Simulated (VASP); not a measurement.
These are LDA (Ceperley-Alder, Perdew-Zunger), VASP's LDA PAW potentials (set 64) (plane waves; VASP) values and carry that method's errors.

VASP ran on this input.

File KPOINTS:
```
Automatic mesh
0
Gamma
16 16 16
0 0 0
```

POSCAR:
```
Ag
1
    0.0000000000     1.9613521947     1.9613521947
    1.9613521947    -0.0000000000     1.9613521947
    1.9613521947     1.9613521947     0.0000000000
Ag
1
Direct
  0.0000000000   0.0000000000   0.0000000000
```

**INCAR**
```
# general
SYSTEM  = Ag
PREC    = Accurate
ENCUT   = 500
LREAL   = .False.
LASPH   = .True.

# electronic loop
EDIFF   = 1E-6
NELM    = 100
ALGO    = Normal
LMAXMIX = 4

# smearing
ISMEAR  = 1
SIGMA   = 0.1

# ions
IBRION  = 2
NSW     = 40
ISIF    = 3
EDIFFG  = -0.02
PSTRESS = 100

# output
LWAVE   = .False.
LCHARG  = .False.
```

POTCAR, in this order: Ag (LDA.64 set). Program: vasp_std.

The resulting files:

File OSZICAR:
```
       N       E                     dE             d eps       ncg     rms          rms(c)
DAV:   1     0.432317929899E+02    0.43232E+02   -0.57619E+03  2682   0.109E+03
DAV:   2    -0.372951851139E+01   -0.46961E+02   -0.45234E+02  2694   0.210E+02
DAV:   3    -0.409838686357E+01   -0.36887E+00   -0.36880E+00  3004   0.226E+01
DAV:   4    -0.409916236922E+01   -0.77551E-03   -0.77549E-03  2960   0.972E-01
DAV:   5    -0.409916756828E+01   -0.51991E-05   -0.52006E-05  2840   0.714E-02    0.769E+00
DAV:   6    -0.377893901996E+01    0.32023E+00   -0.13781E+00  2668   0.129E+01    0.456E+00
DAV:   7    -0.376096300681E+01    0.17976E-01   -0.21906E-02  2795   0.155E+00    0.236E+00
DAV:   8    -0.375525924948E+01    0.57038E-02   -0.11000E-03  2652   0.400E-01    0.102E-01
DAV:   9    -0.375527318742E+01   -0.13938E-04   -0.64090E-06  3046   0.250E-02    0.114E-02
DAV:  10    -0.375527330097E+01   -0.11356E-06   -0.20647E-06  2786   0.138E-02
   1 F= -.28134137E+01 E0= -.28133081E+01  d E =-.281341E+01
```

OUTCAR:
```
------------------------ aborting loop because EDIFF is reached ----------------------------------------
  FORCE on cell =-STRESS in cart. coord.  units (eV):
  Direction    XX          YY          ZZ          XY          YZ          ZX
  --------------------------------------------------------------------------------------
  Total        0.9379628      0.9379628      0.9379628     -0.0000000      0.0000000     -0.0000000
  in kB       99.5862636     99.5862636     99.5862636     -0.0000000      0.0000000     -0.0000000
  external PRESSURE =      -0.4137364 kB  Pullay stress =     100.0000000 kB
  volume of cell :       15.09
      direct lattice vectors                 reciprocal lattice vectors
     0.000000000  1.961352195  1.961352195    -0.254926168  0.254926168  0.254926168
     1.961352195  0.000000000  1.961352195     0.254926168 -0.254926168  0.254926168
     1.961352195  1.961352195  0.000000000     0.254926168  0.254926168 -0.254926168
 POSITION                                       TOTAL-FORCE (eV/Angst)
 -----------------------------------------------------------------------------------
      0.00000      0.00000      0.00000        -0.000000     -0.000000     -0.000000
 -----------------------------------------------------------------------------------
    total drift:                               -0.000000     -0.000000     -0.000000
  FREE ENERGIE OF THE ION-ELECTRON SYSTEM (eV)
  ---------------------------------------------------
  free  energy   TOTEN  =        -3.7552733010 eV

  energy  without entropy=       -3.7549566315  energy(sigma->0) =       -3.75516774
  enthalpy is  TOTEN    =        -2.8134136971 eV   P V=        0.9418596039

 reached required accuracy - stopping structural energy minimisation
```
(Selected blocks of OUTCAR.)

The compound is Ag in the fcc structure. It was relaxed first under an external pressure of 10 GPa.
